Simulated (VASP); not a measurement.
The system is InAs.

```
In As
1.0
     0.00000    3.05356    3.05356
     3.05356    0.00000    3.05356
     3.05356    3.05356    0.00000
In As
1 1
Direct
  0.00000 0.00000 0.00000
  0.25000 0.25000 0.25000
```

The cell was built by a generator and isn't the measured one.

| Property | Result |
| --- | --- |
| Program | VASP 6.6.1 |
| Task | relaxation of cell and atoms |
| Functional | LDA |
| Potentials or basis | VASP PAW LDA potentials, release 64 (In_d, As) |
| Cutoff | 600 eV |
| k mesh | 12 × 12 × 12 |
| Occupations | gaussian, width 0.1 eV |
| Spin | no spin polarisation |

At the start: pressure -2.0 GPa; volume 28.47 Å³/atom.

Q: Where does the relaxation end?

A: Over 7 steps the energy falls by 6.9 meV/atom and the volume is 27.44 Å³/atom (-3.6 %); space group F-43m (No. 216, to 0.05 Å).

The path:
```csv
step,energy change (eV),largest force (eV/Å),pressure (GPa),volume (Å³)
1,0.0000,0.0000,-2.00,56.94
2,-0.0114,0.0000,0.99,54.06
3,-0.0137,0.0000,-0.04,54.86
4,-0.0137,0.0000,0.05,54.82
5,-0.0137,0.0000,-0.02,54.88
6,-0.0137,0.0000,0.01,54.86
7,-0.0137,0.0000,0.00,54.87
```

Final structure:
```
In As
1.0
     0.00000    3.01605    3.01605
     3.01605    0.00000    3.01605
     3.01605    3.01605    0.00000
In As
1 1
Direct
  0.00000 0.00000 0.00000
  0.25000 0.25000 0.25000
```
